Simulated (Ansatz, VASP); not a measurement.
# Al36Ga12HN48 (H transfer from N to N) in two plane-wave programs, part 2 of 2

Aim: how closely do two programs agree when they are given the same cell, functional and k mesh? The cell is taken from a series of runs on this material, whose earlier steps may have relaxed, scaled, displaced or heated it; both programs get it as it stands.

VASP 6.6.1 and Ansatz 0.2.0.

So far. Step 2 (VASP: single point, r2SCAN, pair 1): The run ends at a pressure of -1.36 GPa, with forces up to 0.61 eV/Å.

### 4. Side by side

Known differences besides the potentials themselves: VASP keeps PBE cores, Ansatz makes them for the functional; fixed occupations in Ansatz, narrow Gaussian smearing in VASP; the cutoff is 500 eV in Ansatz and 580 eV in VASP (PREC = Accurate, projectors in real space). Total energies have different zeros and are not compared.

Compared:

```csv
quantity,Ansatz,VASP,difference
gap on the k mesh (eV),4.988,5.002,-0.013
```

Forces on 8 of the 97 atoms, those with the largest forces and the largest differences (eV/Å; atoms numbered as in POSCAR):

```csv
atom,"Ansatz x, y, z","VASP x, y, z"
N51,"0.041, 0.001, 0.065","0.094, 0.001, 0.141"
N55,"0.042, -0.004, 0.066","0.092, -0.004, 0.142"
N67,"0.041, -0.004, 0.065","0.093, -0.006, 0.140"
N71,"0.042, 0.000, 0.066","0.092, -0.001, 0.141"
N83,"0.037, -0.001, 0.087","0.084, -0.001, 0.155"
N86,"-0.567, -0.001, -0.016","-0.477, -0.001, -0.013"
N87,"0.035, -0.001, 0.062","0.086, -0.002, 0.139"
H97,"0.687, 0.000, 0.016","0.610, 0.000, 0.013"
```

The forces differ by 29 meV/Å r.m.s., which is 41.6 % of the r.m.s. force of 0.069 eV/Å (both taken over all components). A gap on the mesh is an upper bound, since the band edges may lie between its points. VASP's last cycles still show a density residual of 6e-03, so its state may not be settled. The cell carries a charge of +1 e against a uniform background, so its pressure also hangs on how the neutralising background is counted, and in a defect's cell a gap may be the spacing between its levels.

### 5. VASP: single point, r2SCAN, pair 2

A single point gives forces, pressure and levels at one fixed geometry, so differences don't come from the geometry; what else differs is listed under the comparison.

The input, INCAR:

```
SYSTEM = Al36Ga12HN48
PREC = Accurate
ENCUT = 580
EDIFF = 1E-06
NELM = 120
ISMEAR = 0
SIGMA = 0.01
LREAL = Auto
ALGO = Normal
METAGGA = R2SCAN
LASPH = .TRUE.
NELECT = 504
NBANDS = 320
LORBIT = 11
LWAVE = .FALSE.
LCHARG = .FALSE.
ISIF = 2
ISYM = 0
GGA_COMPAT = .FALSE.
EFERMI = MIDGAP
LMIXTAU = .TRUE.
NCORE = 2
```

The input, POSCAR:

```
Al36Ga12HN48
1.0
   10.0869230277      0.0000000000      0.0002529055
    0.0000000000      9.3901587298      0.0000000000
   -0.0064480299      0.0000000000     10.8360210313
Al Ga N H
36 12 48 1
Direct
    0.2512653151      0.1665871671      0.0850680601
    0.0024639798      0.1664542779      0.4177845321
[... 1 atom line left out ...]
    0.2491062148      0.1660583053      0.5851124004
[... 2 atom lines left out ...]
    0.2511676126      0.5000459035      0.0849654617
    0.9981044038      0.5001032408      0.4171487555
[... 1 atom line left out ...]
    0.2401817392      0.5000405427      0.5919504054
[... 5 atom lines left out ...]
    0.2491100357      0.8340179761      0.5851115951
[... 3 atom lines left out ...]
    0.5015508930      0.1655047109      0.4162028891
[... 1 atom line left out ...]
    0.7498755749      0.1660381023      0.5826324418
[... 3 atom lines left out ...]
    0.5197938978      0.5001179016      0.3966139837
    0.5020162486      0.3315148306      0.1612903514
    0.7478548206      0.5000472140      0.5816047127
    0.5001121431      0.5001023086      0.9163831432
    0.4976155816      0.3289537675      0.6666847123
[... 1 atom line left out ...]
    0.5015487697      0.8347103306      0.4162076581
    0.5020130738      0.6686561793      0.1612742415
    0.7498755268      0.8340350082      0.5826334529
[... 1 atom line left out ...]
    0.4976100059      0.6712002811      0.6666789440
[... 2 atom lines left out ...]
    0.2536160688      0.3327377028      0.3366365617
    0.2484054770      0.3328221192      0.8355240525
    0.2536246402      0.6673461077      0.3366514208
    0.2484049771      0.6672817460      0.8355196373
[... 2 atom lines left out ...]
    0.7545323623      0.3296732440      0.3295900569
[... 1 atom line left out ...]
    0.7545484085      0.6704439150      0.3295838010
[... 3 atom lines left out ...]
    0.3139642622      0.1661932241      0.4219121360
[... 5 atom lines left out ...]
    0.0589652243      0.3350677419      0.3346497746
[... 1 atom line left out ...]
    0.3268566910      0.5000713289      0.4318546889
    0.3131290997      0.3342053673      0.1661118917
[... 1 atom line left out ...]
    0.0559610160      0.5000840572      0.5837857320
    0.3125173688      0.5001160029      0.9211834197
    0.3091163450      0.3334561103      0.6648608773
    0.0589753348      0.6651121309      0.3346540089
[... 1 atom line left out ...]
    0.3139663130      0.8340009555      0.4219105630
    0.3131302500      0.6658895672      0.1661153903
[... 3 atom lines left out ...]
    0.3091251242      0.6666399482      0.6648580190
[... 5 atom lines left out ...]
    0.5609429558      0.1667502186      0.5821773381
[... 2 atom lines left out ...]
    0.5602577386      0.3281665571      0.3271780381
    0.5625455527      0.5000762780      0.0822744523
    0.8085418523      0.5001209524      0.4181073550
[... 1 atom line left out ...]
    0.5550647223      0.3338064767      0.8316523526
    0.5473250351      0.5000891440      0.5756385401
[... 1 atom line left out ...]
    0.8074911148      0.3345385453      0.6616457569
    0.5602711338      0.6720602636      0.3271556095
[... 3 atom lines left out ...]
    0.5550617424      0.6663815902      0.8316531888
    0.5609330515      0.8333966046      0.5821761506
[... 1 atom line left out ...]
    0.8074931942      0.6655629572      0.6616441764
    0.4214418196      0.5000111097      0.5244503018
```

The input, KPOINTS:

```
Points of the shifted mesh
1
Reciprocal
 0.2500000000  0.2500000000  0.2500000000 1
```

PAW data sets: Al, Ga_d, N and H (PBE family, release 64).

Launch:

```console
$ mpirun -np 8 vasp_std
```

Numbers of over 12 decimals in the logs are rounded to 6 here.

The log of the run:

```text
[banner, memory and clock lines left out]
running    8 mpi-ranks, on    1 nodes
[...]
[... a notice as in an earlier step ...]

 LDA part: xc-table for (None), standard interpolation
 POSCAR, INCAR and KPOINTS ok, starting setup
[...]
entering main loop
       N       E                     dE             d eps       ncg     rms          rms(c)
DAV:   1     0.764866302155E+04    0.76487E+04   -0.20150E+05   640   0.222E+03
DAV:   2     0.126955396710E+04   -0.63791E+04   -0.59465E+04   640   0.655E+02
DAV:   3    -0.907242406611E+03   -0.21768E+04   -0.20161E+04   904   0.273E+02
DAV:   4    -0.116252441478E+04   -0.25528E+03   -0.25162E+03   872   0.101E+02
DAV:   5    -0.117778311362E+04   -0.15259E+02   -0.15177E+02   992   0.286E+01BRMIX: very serious problems
 the old and the new charge density differ
 old charge density:   505.00000 new  504.00000
    0.586E+01
DAV:   6    -0.100855332840E+04    0.16923E+03   -0.34823E+02  1080   0.560E+01    0.240E+01
DAV:   7    -0.966687293095E+03    0.41866E+02   -0.46417E+01   728   0.162E+01    0.145E+01
DAV:   8    -0.100524804500E+04   -0.38561E+02   -0.16358E+01   720   0.223E+01    0.577E+00
DAV:   9    -0.957509237206E+03    0.47739E+02   -0.99791E+00   696   0.125E+01    0.220E+00
[...]
DAV:  35    -0.963419557860E+03    0.10558E-04   -0.78966E-05  1008   0.885E-02    0.193E-02
DAV:  36    -0.963419573689E+03   -0.15828E-04   -0.28134E-05   824   0.271E-02    0.270E-02
DAV:  37    -0.963419573684E+03    0.52387E-08   -0.67169E-06   592   0.147E-02
   1 F= -.96341957E+03 E0= -.96341957E+03  d E =0.000000E+00
```

Parts of OUTCAR (step 5):

```text
  FREE ENERGIE OF THE ION-ELECTRON SYSTEM (eV)
  ---------------------------------------------------
  free  energy   TOTEN  =      -963.4195736836 eV

  energy  without entropy=     -963.4195736836  energy(sigma->0) =     -963.41957368
```

The run ends at a pressure of -2.04 GPa, with forces up to 0.21 eV/Å.

### 6. Ansatz: single point, r2SCAN, pair 2

The same cell, functional and mesh now go to Ansatz.

The cell is taken from a series of runs on this material, whose earlier steps may have relaxed, scaled, displaced or heated it; both programs get it as it stands.

The input, input.yaml:

```yaml
crystal:
  lattice:
    - [10.08692303, 0.0, 0.00025291]
    - [0.0, 9.39015873, 0.0]
    - [-0.00644803, 0.0, 10.83602103]
  atoms:
    - { symbol: Al, position: [0.25126532, 0.16658717, 0.08506806] }
    - { symbol: Al, position: [0.00246398, 0.16645428, 0.41778453] }
    - { symbol: Al, position: [0.00203367, 8.307e-05, 0.16586285] }
    - { symbol: Ga, position: [0.25104505, 3.48e-05, 0.33334086] }
    - { symbol: "N", position: [0.05739302, 9.047e-05, 0.33331602] }
    - { symbol: "N", position: [0.06278926, 0.16673997, 0.08386477] }
    - { symbol: "N", position: [0.31396426, 0.16619322, 0.42191214] }
    - { symbol: "N", position: [0.313473, 4.684e-05, 0.16407584] }
    - { symbol: Al, position: [0.24910621, 0.16605831, 0.5851124] }
    - { symbol: Al, position: [0.0008705, 0.1665701, 0.91771969] }
    - { symbol: Al, position: [0.00020832, 7.633e-05, 0.66644594] }
    - { symbol: Ga, position: [0.24964772, 4.965e-05, 0.83449748] }
    - { symbol: "N", position: [0.05590457, 9.354e-05, 0.83348611] }
    - { symbol: "N", position: [0.06046885, 0.16702989, 0.58427271] }
    - { symbol: "N", position: [0.31309662, 0.16695519, 0.92134957] }
    - { symbol: "N", position: [0.31140855, 4.619e-05, 0.66429002] }
    - { symbol: Al, position: [0.25116761, 0.5000459, 0.08496546] }
    - { symbol: Al, position: [-0.0018956, 0.50010324, 0.41714876] }
    - { symbol: Al, position: [0.00374195, 0.33358951, 0.16569506] }
    - { symbol: Ga, position: [0.25361607, 0.3327377, 0.33663656] }
    - { symbol: "N", position: [0.05896522, 0.33506774, 0.33464977] }
    - { symbol: "N", position: [0.06290532, 0.50008019, 0.08341871] }
    - { symbol: "N", position: [0.32685669, 0.50007133, 0.43185469] }
    - { symbol: "N", position: [0.3131291, 0.33420537, 0.16611189] }
    - { symbol: Al, position: [0.24018174, 0.50004054, 0.59195041] }
    - { symbol: Al, position: [0.00028367, 0.50010131, 0.91763574] }
    - { symbol: Al, position: [-0.00276638, 0.33233736, 0.66653804] }
    - { symbol: Ga, position: [0.24840548, 0.33282212, 0.83552405] }
    - { symbol: "N", position: [0.05450565, 0.33351659, 0.83301606] }
    - { symbol: "N", position: [0.05596102, 0.50008406, 0.58378573] }
    - { symbol: "N", position: [0.31251737, 0.500116, 0.92118342] }
    - { symbol: "N", position: [0.30911635, 0.33345611, 0.66486088] }
    - { symbol: Al, position: [0.25126497, 0.83348589, 0.08507197] }
    - { symbol: Al, position: [0.002475, 0.83373621, 0.41778301] }
    - { symbol: Al, position: [0.00375286, 0.666573, 0.16569885] }
    - { symbol: Ga, position: [0.25362464, 0.66734611, 0.33665142] }
    - { symbol: "N", position: [0.05897533, 0.66511213, 0.33465401] }
    - { symbol: "N", position: [0.06278521, 0.83342176, 0.08386544] }
    - { symbol: "N", position: [0.31396631, 0.83400096, 0.42191056] }
    - { symbol: "N", position: [0.31313025, 0.66588957, 0.16611539] }
    - { symbol: Al, position: [0.24911004, 0.83401798, 0.5851116] }
    - { symbol: Al, position: [0.00086832, 0.83363158, 0.91771822] }
    - { symbol: Al, position: [-0.00276785, 0.6678309, 0.66653653] }
    - { symbol: Ga, position: [0.24840498, 0.66728175, 0.83551964] }
    - { symbol: "N", position: [0.05450704, 0.666675, 0.83301748] }
    - { symbol: "N", position: [0.06048055, 0.83312554, 0.58426553] }
    - { symbol: "N", position: [0.31310223, 0.83326858, 0.92134721] }
    - { symbol: "N", position: [0.30912512, 0.66663995, 0.66485802] }
    - { symbol: Al, position: [0.75187317, 0.16627014, 0.08214033] }
    - { symbol: Al, position: [0.50155089, 0.16550471, 0.41620289] }
    - { symbol: Al, position: [0.50229548, 8.29e-05, 0.16456988] }
    - { symbol: Ga, position: [0.75144045, 4.708e-05, 0.3318851] }
    - { symbol: "N", position: [0.55731075, 0.00010506, 0.33196794] }
    - { symbol: "N", position: [0.562845, 0.16584601, 0.08108928] }
    - { symbol: "N", position: [0.81453002, 0.16623969, 0.41967517] }
    - { symbol: "N", position: [0.81307103, 4.954e-05, 0.16231885] }
    - { symbol: Al, position: [0.74987557, 0.1660381, 0.58263244] }
    - { symbol: Al, position: [0.50074693, 0.16607002, 0.91601674] }
    - { symbol: Al, position: [0.50015342, 8.019e-05, 0.66483566] }
    - { symbol: Ga, position: [0.74974759, 4.677e-05, 0.8322085] }
    - { symbol: "N", position: [0.55568845, 9.656e-05, 0.83132975] }
    - { symbol: "N", position: [0.56094296, 0.16675022, 0.58217734] }
    - { symbol: "N", position: [0.81297477, 0.16673697, 0.9186166] }
    - { symbol: "N", position: [0.81134694, 4.385e-05, 0.66234091] }
    - { symbol: Al, position: [0.751989, 0.50003805, 0.08269687] }
    - { symbol: Al, position: [0.5197939, 0.5001179, 0.39661398] }
    - { symbol: Al, position: [0.50201625, 0.33151483, 0.16129035] }
    - { symbol: Ga, position: [0.75453236, 0.32967324, 0.32959006] }
    - { symbol: "N", position: [0.56025774, 0.32816656, 0.32717804] }
    - { symbol: "N", position: [0.56254555, 0.50007628, 0.08227445] }
    - { symbol: "N", position: [0.80854185, 0.50012095, 0.41810736] }
    - { symbol: "N", position: [0.81481922, 0.33310471, 0.16119177] }
    - { symbol: Al, position: [0.74785482, 0.50004721, 0.58160471] }
    - { symbol: Al, position: [0.50011214, 0.50010231, 0.91638314] }
    - { symbol: Al, position: [0.49761558, 0.32895377, 0.66668471] }
    - { symbol: Ga, position: [0.74919154, 0.33335023, 0.8330638] }
    - { symbol: "N", position: [0.55506472, 0.33380648, 0.83165235] }
    - { symbol: "N", position: [0.54732504, 0.50008914, 0.57563854] }
    - { symbol: "N", position: [0.81240861, 0.50010422, 0.91898101] }
    - { symbol: "N", position: [0.80749111, 0.33453855, 0.66164576] }
    - { symbol: Al, position: [0.75187822, 0.83381243, 0.08213728] }
    - { symbol: Al, position: [0.50154877, 0.83471033, 0.41620766] }
    - { symbol: Al, position: [0.50201307, 0.66865618, 0.16127424] }
    - { symbol: Ga, position: [0.75454841, 0.67044391, 0.3295838] }
    - { symbol: "N", position: [0.56027113, 0.67206026, 0.32715561] }
    - { symbol: "N", position: [0.56285112, 0.83432309, 0.08108148] }
    - { symbol: "N", position: [0.81454343, 0.83397522, 0.41967338] }
    - { symbol: "N", position: [0.8148258, 0.66699465, 0.16119278] }
    - { symbol: Al, position: [0.74987553, 0.83403501, 0.58263345] }
    - { symbol: Al, position: [0.50075122, 0.8341325, 0.91601187] }
    - { symbol: Al, position: [0.49761001, 0.67120028, 0.66667894] }
    - { symbol: Ga, position: [0.74918905, 0.66674164, 0.83306223] }
    - { symbol: "N", position: [0.55506174, 0.66638159, 0.83165319] }
    - { symbol: "N", position: [0.56093305, 0.8333966, 0.58217615] }
    - { symbol: "N", position: [0.81297123, 0.83347599, 0.91861145] }
    - { symbol: "N", position: [0.80749319, 0.66556296, 0.66164418] }
    - { symbol: H, position: [0.42144182, 0.50001111, 0.5244503] }
total_charge: 1
basis:
  ecutwfc: 500
  xc_grid: 2
hamiltonian:
  xc: r2scan
kpoints:
  mp_grid: { grid: [1, 1, 1], shift: [0.25, 0.25, 0.25] }
scf:
  occupations: { method: fixed }
  max_iter: 120
output:
  forces: true
  eigenvalues: true
checkpoint:
  write: "../qp1.top.r2scan.run"
  compress: false
  write_wavefunctions: false
  write_every: 100000
```

Launch:

```console
$ ansatz run input.yaml --threads 32 --pin off --max-ram 84787MiB --backend cuda --events-out ev --progress --plain --runs-dir out --max-vram 78GiB
```

The log of the run:

```text
[...]
Crystal: 97 atoms, lattice volume = 1026.364 Å³
Basis set: ecut = 500 eV, 25977 PW (Γ), exchange–correlation on 150×144×160 points (8 copies of the dense FFT grid, shifted against one another)
Bands: 349, of which v1, the nominal top of the filled ones, is band 252 counted from 1 (251 counted from 0)
Symmetry: 1 space group operations
[...]
k-points: 1
[...]
atom  64  N      0.01986070    -0.00011431    -0.05879231
  atom  65  Al     0.02068847     0.00130467    -0.03228371
  atom  66  Al    -0.13108706     0.00146310     0.11858473
  atom  67  Al     0.00082521    -0.01962116     0.00779508
  atom  68  Ga     0.01431748    -0.00193618     0.00773649
[...]
atom  94  N      0.01016520    -0.00297574    -0.00094230
  atom  95  N      0.04193088    -0.00199746     0.07442435
  atom  96  N      0.02774042    -0.00194192    -0.06074234
  atom  97  H      0.08590690     0.00047829    -0.16406815
  max |Σ_I F_I| component: 7.42e-2 eV/Å
--- Band table (eV) ---
[...]
[key lines of the parts left out:]
SCF converged after 10 iterations
```

### 7. Comparison

The two programs side by side:

```csv
quantity,Ansatz,VASP,difference
gap on the k mesh (eV),4.930,4.941,-0.010
```

Forces on 7 of the 97 atoms, those with the largest forces and the largest differences (eV/Å; atoms numbered as in POSCAR):

```csv
atom,"Ansatz x, y, z","VASP x, y, z"
Al26,"-0.131, 0.001, 0.119","-0.150, 0.001, 0.145"
N63,"0.032, -0.002, 0.070","0.090, -0.002, 0.145"
N79,"0.042, -0.001, 0.074","0.097, -0.004, 0.150"
N83,"0.057, -0.002, 0.066","0.099, -0.003, 0.136"
N87,"0.041, -0.001, 0.076","0.099, -0.002, 0.152"
N95,"0.042, -0.002, 0.074","0.097, -0.001, 0.150"
H97,"0.086, 0.000, -0.164","0.083, 0.000, -0.169"
```

The forces differ by 28 meV/Å r.m.s., which is 51.9 % of the r.m.s. force of 0.055 eV/Å (both taken over all components). A gap on the mesh is an upper bound, since the band edges may lie between its points. VASP's last cycles still show a density residual of 3e-03, so its state may not be settled. The cell carries a charge of +1 e against a uniform background, so its pressure also hangs on how the neutralising background is counted, and in a defect's cell a gap may be the spacing between its levels.

### 8. Summary of results

```
r.m.s. force difference (single point, r2SCAN, pair 1) : 29 meV/Å
r.m.s. force difference (single point, r2SCAN, pair 2) : 28 meV/Å
```

What this shows: The r.m.s. force difference is 29 meV/Å (single point, r2SCAN, pair 1), beyond the 12 meV/Å picked in this series as the mark of a large difference. What causes the difference of the single point, r2SCAN, pair 1 pair stays open here. What causes the difference of the single point, r2SCAN, pair 2 pair stays open here. How closely two codes agree says nothing of how well the functional describes the real material.

[Lines on the potential files, build, host, timing and source positions are cut from VASP's logs without a mark.]

[Logs are printed without paths, hosts, clocks, repeated set-up lines and the standing remarks that a program may print on its own settings, such as how far it seeks lower states.]

[Hosts, paths, dates, database ids (printed as entryN), source tags and the programs' standing remarks are cut or masked in the printed files.]
